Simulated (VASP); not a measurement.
Here is the system:

```yaml
crystal:
  lattice:
    - [4.67020, 0.00000, 0.00000]
    - [0.00000, 4.67020, 0.00000]
    - [0.00000, 0.00000, 28.21990]
  atoms:
    - { symbol: K, position: [0.00000, 0.50000, 0.32540] }
    - { symbol: K, position: [0.50000, 0.00000, 0.44123] }
    - { symbol: K, position: [0.00000, 0.50000, 0.55877] }
    - { symbol: K, position: [0.50000, 0.00000, 0.67460] }
    - { symbol: Br, position: [0.00000, 0.50000, 0.44117] }
    - { symbol: Br, position: [0.50000, 0.00000, 0.32395] }
    - { symbol: Br, position: [0.00000, 0.50000, 0.67605] }
    - { symbol: Br, position: [0.50000, 0.00000, 0.55883] }
```

Level of theory: r2SCAN meta-GGA, VASP's PBE PAW potentials (set 64) (plane waves; VASP). Run with PREC = Normal, 400 eV cut-off, 5×5×1 Γ-centred mesh, Gaussian smearing of 0.050 eV, potentials K_sv Br.

Q: What does the run give for the energy per atom (σ→0), band gap (on the k-mesh) with the smallest direct gap where there is one?

A: 
```json
{
  "band gap (on the k-mesh)": "5.12 eV",
  "smallest direct gap (on the k-mesh)": "5.12 eV",
  "energy per atom (σ→0)": "-11.578 eV/atom"
}
```

Only differences to runs with the same potentials and settings are physical.

The cell is a thin slab with vacuum, built from KBr (rock salt): (100) face.
